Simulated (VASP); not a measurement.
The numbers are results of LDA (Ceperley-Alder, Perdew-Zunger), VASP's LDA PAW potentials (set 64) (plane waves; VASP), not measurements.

Input for VASP

INCAR:
```
SYSTEM = Ag
PREC = Accurate
ENCUT = 500
EDIFF = 1E-6
NELM = 100
ALGO = Normal
LREAL = .FALSE.
LASPH = .TRUE.
ISMEAR = 1
SIGMA = 0.1
LMAXMIX = 4
LWAVE = .FALSE.
LCHARG = .FALSE.
IBRION = 2
ISIF = 3
NSW = 40
EDIFFG = -0.02
PSTRESS = 50
```

File POSCAR:
```
Ag
1
    0.0000000000     2.0014489656     2.0014489656
    2.0014489656     0.0000000000     2.0014489656
    2.0014489656     2.0014489656     0.0000000000
Ag
1
Direct
  0.0000000000   0.0000000000   0.0000000000
```

File KPOINTS:
```
Automatic mesh
0
Gamma
16 16 16
0 0 0
```

POTCAR, in this order: Ag (LDA.64 set). Program: vasp_std.

The resulting files:

### OUTCAR
```
 ion  position               nearest neighbor table
   1  0.000  0.000  0.000-
  LATTYP: Found a face centered cubic cell.
 ALAT       =     4.0028979312
 Subroutine PRICEL returns:
 Original cell was already a primitive cell.
 Subroutine GETGRP returns: Found 48 space group operations
The static configuration has the point symmetry O_h .
The dynamic configuration has the point symmetry O_h .
 Subroutine INISYM returns: Found 48 space group operations
 Subroutine IBZKPT returns following result:
 Found    145 irreducible k-points:

 Following reciprocal coordinates:
            Coordinates               Weight
  0.000000  0.000000  0.000000      1.000000
  0.062500  0.000000  0.000000      8.000000
  0.125000  0.000000  0.000000      8.000000
  0.187500  0.000000  0.000000      8.000000
  0.250000  0.000000  0.000000      8.000000
  0.312500  0.000000  0.000000      8.000000
  0.375000  0.000000  0.000000      8.000000
  0.437500  0.000000  0.000000      8.000000
  0.500000  0.000000  0.000000      4.000000
  0.062500  0.062500  0.000000      6.000000
  0.125000  0.062500  0.000000     24.000000
  0.187500  0.062500  0.000000     24.000000
  0.250000  0.062500  0.000000     24.000000
  0.312500  0.062500  0.000000     24.000000
  0.375000  0.062500  0.000000     24.000000
  0.437500  0.062500  0.000000     24.000000
  0.500000  0.062500  0.000000     24.000000
 -0.437500  0.062500  0.000000     24.000000
 -0.375000  0.062500  0.000000     24.000000
 -0.312500  0.062500  0.000000     24.000000
 -0.250000  0.062500  0.000000     24.000000
 -0.187500  0.062500  0.000000     24.000000
 -0.125000  0.062500  0.000000     24.000000
 -0.062500  0.062500  0.000000     12.000000
  0.125000  0.125000  0.000000      6.000000
...
```

### OSZICAR
```
       N       E                     dE             d eps       ncg     rms          rms(c)
DAV:   1     0.419670272889E+02    0.41967E+02   -0.56847E+03  2722   0.108E+03
DAV:   2    -0.373529450525E+01   -0.45702E+02   -0.43480E+02  2679   0.204E+02
DAV:   3    -0.411290807466E+01   -0.37761E+00   -0.37746E+00  3057   0.224E+01
DAV:   4    -0.411380350329E+01   -0.89543E-03   -0.89541E-03  2931   0.100E+00
DAV:   5    -0.411380998141E+01   -0.64781E-05   -0.64789E-05  2903   0.750E-02    0.648E+00
DAV:   6    -0.380179019710E+01    0.31202E+00   -0.14465E+00  2652   0.130E+01    0.395E+00
DAV:   7    -0.378810038474E+01    0.13690E-01   -0.14067E-02  2864   0.124E+00    0.214E+00
DAV:   8    -0.378301374446E+01    0.50866E-02   -0.93945E-04  2638   0.345E-01    0.819E-02
DAV:   9    -0.378302522254E+01   -0.11478E-04   -0.68387E-06  3040   0.248E-02    0.912E-03
DAV:  10    -0.378302560723E+01   -0.38469E-06   -0.18622E-06  2737   0.142E-02
   1 F= -.32826191E+01 E0= -.32823932E+01  d E =-.328262E+01
       N       E                     dE             d eps       ncg     rms          rms(c)
DAV:   1    -0.455391672942E+01   -0.77089E+00   -0.15028E+01  2648   0.477E+01    0.589E+00
DAV:   2    -0.376398310272E+01    0.78993E+00   -0.37099E+00  2631   0.212E+01    0.137E+00
DAV:   3    -0.374721289898E+01    0.16770E-01   -0.32974E-02  2688   0.183E+00    0.861E-01
DAV:   4    -0.374255942514E+01    0.46535E-02   -0.79720E-03  2750   0.710E-01    0.958E-02
DAV:   5    -0.374251696223E+01    0.42463E-04   -0.52288E-05  2731   0.743E-02    0.445E-02
DAV:   6    -0.374252663662E+01   -0.96744E-05   -0.24224E-06  2833   0.130E-02    0.768E-03
DAV:   7    -0.374252697125E+01   -0.33463E-06   -0.63596E-08  1586   0.254E-03
   2 F= -.32775177E+01 E0= -.32774284E+01  d E =0.510132E-02
       N       E                     dE             d eps       ncg     rms          rms(c)
DAV:   1    -0.401204314467E+01   -0.26952E+00   -0.45977E+00  2640   0.273E+01    0.311E+00
DAV:   2    -0.378418635814E+01    0.22786E+00   -0.91515E-01  2629   0.108E+01    0.120E+00
DAV:   3    -0.377687515099E+01    0.73112E-02   -0.19805E-02  2715   0.146E+00    0.783E-01
DAV:   4    -0.377529669253E+01    0.15785E-02   -0.19870E-03  2776   0.445E-01    0.471E-02
DAV:   5    -0.377530007560E+01   -0.33831E-05   -0.97227E-05  2843   0.921E-02    0.137E-02
DAV:   6    -0.377530328245E+01   -0.32069E-05   -0.26628E-06  2792   0.182E-02    0.784E-04
DAV:   7    -0.377530328932E+01   -0.68737E-08   -0.37593E-08  1317   0.210E-03
   3 F= -.32910713E+01 E0= -.32909124E+01  d E =-.845223E-02
```

OUTCAR:
```
------------------------ aborting loop because EDIFF is reached ----------------------------------------
  FORCE on cell =-STRESS in cart. coord.  units (eV):
  Direction    XX          YY          ZZ          XY          YZ          ZX
  --------------------------------------------------------------------------------------
  Total        0.4793888      0.4793888      0.4793888      0.0000000      0.0000000      0.0000000
  in kB       49.4999150     49.4999150     49.4999150      0.0000000      0.0000000      0.0000000
  external PRESSURE =      -0.5000850 kB  Pullay stress =      50.0000000 kB
  volume of cell :       15.52
      direct lattice vectors                 reciprocal lattice vectors
    -0.000000000  1.979648202  1.979648202    -0.252570128  0.252570128  0.252570128
     1.979648202  0.000000000  1.979648202     0.252570128 -0.252570128  0.252570128
     1.979648202  1.979648202  0.000000000     0.252570128  0.252570128 -0.252570128
 POSITION                                       TOTAL-FORCE (eV/Angst)
 -----------------------------------------------------------------------------------
      0.00000      0.00000      0.00000         0.000000      0.000000      0.000000
 -----------------------------------------------------------------------------------
    total drift:                               -0.000000      0.000000     -0.000000
  FREE ENERGIE OF THE ION-ELECTRON SYSTEM (eV)
  ---------------------------------------------------
  free  energy   TOTEN  =        -3.7753032893 eV

  energy  without entropy=       -3.7748265692  energy(sigma->0) =       -3.77514438
  enthalpy is  TOTEN    =        -3.2910712993 eV   P V=        0.4842319900

 reached required accuracy - stopping structural energy minimisation
```
(Selected blocks of OUTCAR.)

File CONTCAR:
```
Ag
   1.00000000000000
    -0.0000000000000000    1.9796482020293629    1.9796482020293629
     1.9796482020293629    0.0000000000000000    1.9796482020293629
     1.9796482020293629    1.9796482020293629    0.0000000000000000
  Ag
     1
Direct
     0.0000000000000000    0.0000000000000000    0.0000000000000000
```

Energy and stress use the plane-wave basis of the starting cell.

The compound is Ag in the fcc structure. This run relaxes it under an external pressure of 5 GPa. Symmetry was kept, so distortions that lower it aren't found.
